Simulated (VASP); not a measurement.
Consider the following.

```xyz
4
Lattice="2.1636 -6.0106 0.0000 2.1636 6.0106 0.0000 0.0000 0.0000 4.5701" Properties=species:S:1:pos:R:3 pbc="T T T"
Sb     2.1636     1.4306     2.4502
Sb     2.1636    -1.4306     2.1199
Sb     2.1636    -4.5800     4.4050
Sb     2.1636     4.5800     0.1651
```

The numbers are results of PBEsol GGA, VASP's PBE PAW potentials (set 64) (plane waves; VASP 6.6.1), not measurements. Numerical set-up: 400 eV cut-off, 9×9×8 Γ-centred mesh, tetrahedra with Blöchl corrections, potentials Sb.

Without a dispersion term in the relaxation, distances and binding between the weakly bound layers, chains or molecules are unreliable, and so is what depends on them.  Unless said otherwise, spin-orbit coupling is left out, though it shifts the bands of the heavy elements here.

Q: Predict the energy per atom (σ→0), band gap (on the k-mesh) with the smallest direct gap where there is one.

A: 
```
Property                                                    Result
------------------------  ----------------------------------------
band gap (on the k-mesh)  none (metal, semimetal or under 0.01 eV)
energy per atom (σ→0)                           -434.7 kJ/mol-atom
```

The absolute energy has meaning only against runs of the same code, potentials and settings.

The structure was generated: Sb was put into the black-P type (Cmce), which need not be its known phase. It was relaxed first, which changed the volume by -20 %.
